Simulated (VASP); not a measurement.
Data:

```
Zn35FO35
1.0
    4.93232    -8.54303     0.00000
    4.93232     8.54303     0.00000
    0.00000     0.00000    10.58478
Zn O F
35 35 1
Direct
  0.22401   0.11197   0.25261
  0.11096   0.22132   0.00017
  0.22429   0.11104   0.74685
  0.11296   0.22081   0.50227
  0.22116   0.44315   0.24971
  0.11142   0.55600   0.00135
  0.22172   0.44372   0.75214
  0.11077   0.55449   0.50101
  0.22242   0.77813   0.25075
  0.11128   0.88896   0.00066
  0.22230   0.77776   0.75068
  0.11415   0.89153   0.50013
  0.55469   0.11204   0.25281
  0.44331   0.21980   0.99322
  0.55384   0.11110   0.74689
  0.55436   0.44182   0.23549
  0.44403   0.55636   0.00038
  0.55410   0.44115   0.75015
  0.43591   0.56147   0.50559
  0.55565   0.77918   0.25125
  0.44440   0.88898   0.00084
  0.55650   0.77872   0.75182
  0.44437   0.89154   0.50023
  0.88940   0.11202   0.25156
  0.77722   0.22130   0.00041
  0.88878   0.11064   0.75117
  0.77508   0.22086   0.50232
  0.88891   0.44326   0.24979
  0.77919   0.55647   0.00041
  0.88898   0.44373   0.75226
  0.79263   0.56150   0.50562
  0.89032   0.77921   0.25121
  0.77792   0.88912   0.00209
  0.88905   0.77877   0.75169
  0.77818   0.88940   0.50002
  0.20090   0.10078   0.43405
  0.11094   0.22203   0.18907
  0.21931   0.10934   0.93940
  0.11074   0.22244   0.69093
  0.22132   0.44274   0.43978
  0.11108   0.55529   0.19075
  0.22206   0.44453   0.94091
  0.11092   0.55492   0.69035
  0.22154   0.77606   0.44076
  0.11112   0.88820   0.18940
  0.22214   0.77747   0.93986
  0.10989   0.88720   0.68979
  0.56701   0.10085   0.43410
  0.44334   0.21996   0.18652
  0.55691   0.10939   0.93947
  0.44457   0.22204   0.70966
  0.44402   0.55573   0.19122
  0.55675   0.44659   0.94285
  0.44507   0.55529   0.69125
  0.55552   0.77657   0.44062
  0.44385   0.88823   0.18954
  0.55609   0.77806   0.94075
  0.44411   0.88718   0.68987
  0.88967   0.11219   0.44118
  0.77784   0.22206   0.18924
  0.88877   0.11077   0.94032
  0.77873   0.22256   0.69095
  0.88848   0.44280   0.43982
  0.77857   0.55578   0.19125
  0.88928   0.44452   0.94104
  0.77718   0.55530   0.69127
  0.88805   0.77663   0.44058
  0.77793   0.88916   0.19149
  0.88869   0.77807   0.94065
  0.77781   0.88884   0.68974
  0.56782   0.46850   0.43263
```

These are PBE GGA, VASP's PBE PAW potentials (set 64) (plane waves; VASP) values and carry that method's errors. Numerical set-up: PREC = Normal, LREAL = Auto, ISYM = 0, 400 eV cut-off, 1×1×1 Γ-centred mesh, Gaussian smearing of 0.050 eV, potentials Zn O F. Starting moments (MAGMOM): 71*0.0423. The cell's moment is fixed (NUPDOWN = 3).

At this cut-off the stress carries a Pulay error, which pulls relaxed volumes low.  The supercell is sampled at Γ alone, which is coarse: total energies, pressure and levels can be off, energies of defects by several tenths of an eV.

Task: Estimate the cell moment, energy per atom (σ→0), pressure.

Result: 
The cell moment is 3.00 μB and the energy per atom (σ→0) is -4.401 eV/atom. The pressure comes out as -3.52 GPa.

Task: Give the moment on each site (PAW-sphere projection).

Result: 
| site | moment (μB) |
|---|---|
| Zn1 | 0.03 |
| Zn2 | 0.02 |
| Zn3 | 0.03 |
| Zn4 | 0.03 |
| Zn5 | 0.02 |
| Zn6 | 0.02 |
| Zn7 | 0.02 |
| Zn8 | 0.01 |
| Zn9 | 0.02 |
| Zn10 | 0.02 |
| Zn11 | 0.02 |
| Zn12 | 0.03 |
| Zn13 | 0.03 |
| Zn14 | 0.02 |
| Zn15 | 0.03 |
| Zn16 | 0.01 |
| Zn17 | 0.02 |
| Zn18 | 0.03 |
| Zn19 | 0.01 |
| Zn20 | 0.02 |
| Zn21 | 0.02 |
| Zn22 | 0.02 |
| Zn23 | 0.03 |
| Zn24 | 0.02 |
| Zn25 | 0.02 |
| Zn26 | 0.02 |
| Zn27 | 0.03 |
| Zn28 | 0.02 |
| Zn29 | 0.02 |
| Zn30 | 0.02 |
| Zn31 | 0.01 |
| Zn32 | 0.02 |
| Zn33 | 0.02 |
| Zn34 | 0.02 |
| Zn35 | 0.02 |
| O36 | 0.20 |
| O37 | 0.04 |
| O38 | 0.04 |
| O39 | 0.04 |
| O40 | 0.02 |
| O41 | 0.02 |
| O42 | 0.02 |
| O43 | 0.03 |
| O44 | 0.04 |
| O45 | 0.03 |
| O46 | 0.03 |
| O47 | 0.03 |
| O48 | 0.20 |
| O49 | 0.05 |
| O50 | 0.04 |
| O51 | 0.13 |
| O52 | 0.02 |
| O53 | 0.04 |
| O54 | 0.03 |
| O55 | 0.04 |
| O56 | 0.03 |
| O57 | 0.03 |
| O58 | 0.03 |
| O59 | 0.10 |
| O60 | 0.04 |
| O61 | 0.03 |
| O62 | 0.04 |
| O63 | 0.02 |
| O64 | 0.02 |
| O65 | 0.02 |
| O66 | 0.03 |
| O67 | 0.04 |
| O68 | 0.02 |
| O69 | 0.03 |
| O70 | 0.03 |
| F71 | 0.01 |

Only differences to runs with the same potentials and settings are physical.

The cell is a supercell with a defect, built from ZnO (wurtzite): F_O-vac_Zn.
